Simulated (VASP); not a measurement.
## La (relaxed from the bcc structure, space group Im-3m): computed properties

These are PBEsol GGA, VASP's PBE PAW potentials (set 64) (plane waves; VASP) values and carry that method's errors.

| Quantity | Result |
|---|---|
| space group | Im-3m (229) |
| cell | a = b = c = 4.1106 Å, α = β = γ = 90.00° |
| volume per atom | 34.73 Å³/atom |
| band gap (over mesh and band path) | none (metal, semimetal or under 0.01 eV) |
| density | 6.64 g/cm³ |

La has the cubic space group Im-3m (No. 229), the bcc (W type) structure, Pearson symbol cI2. Conventional cell: a = b = c = 4.1106 Å, α = β = γ = 90.00°. La on 2a has 8 La at 3.560 Å and 6 La at 4.111 Å. (Neighbours: up to the widest gap in distance over summed covalent radii, below 1.35, at either atom.)
(The calculation used a cell of 1 atom; values per cell refer to that cell.)

The structure was generated: La was put into the bcc type (Im-3m), which need not be its known phase. It was relaxed first, which changed the volume by -7 %. Symmetry was kept, so distortions that lower it aren't found.
